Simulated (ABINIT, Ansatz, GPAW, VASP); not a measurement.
**RbPbF₃ (Pm-3m, 5 atoms in the cell) computed with different codes at matched settings**

Self-consistent single point.

```yaml
crystal:
  lattice:
    - [4.86172, 0.00000, 0.00000]
    - [0.00000, 4.86172, 0.00000]
    - [0.00000, 0.00000, 4.86172]
  atoms:
    - { symbol: Rb, position: [0.00000, 0.00000, 0.00000] }
    - { symbol: Pb, position: [0.50000, 0.50000, 0.50000] }
    - { symbol: F, position: [0.00000, 0.50000, 0.50000] }
    - { symbol: F, position: [0.50000, 0.00000, 0.50000] }
    - { symbol: F, position: [0.50000, 0.50000, 0.00000] }
```

Shared settings, as Ansatz (a program for electronic structure) writes them: kpoints.mp_grid.grid = 4 4 4; scf.occupations.method = fixed. Potentials and cutoffs stand in the table.

| code | model | gap on the mesh (eV) | cutoff |
|---|---|---|---|
| Ansatz | LDA (PW92), PAW files made with PBE | 2.917 | default |
| GPAW | LDA (Perdew-Wang 92), GPAW PAW datasets LDA (gpaw-data 1.0.1) | 2.841 | 900 eV |
| VASP | LDA (PZ), VASP's LDA PAW potentials (set 64) | 2.884 | 400 eV |
| ABINIT | LDA (PW92), norm-conserving pseudopotentials (PseudoDojo nc-sr-04 LDA standard) | 2.932 | 1143 eV |

Gaps are read on the mesh.

On Ansatz's run: spin-orbit coupling is off.

The spread over the programs that give each value: gap on the mesh within 0.091 eV.

The same LDA comes in different parametrisations, which differ slightly.

VASP ran the fixed occupations as a Gaussian smearing of 0.01 eV.

The starting cell comes from a database of computed structures (which also holds hypothetical and non-ambient phases and stackings), without a prior relaxation at this level.

Left out of this page: CP2K, FLEUR and SIESTA (not drawn, or without a comparable value); Elk (unsound by tests on forces, stress, charge or solver warnings).

Keys are those of Ansatz 0.2.
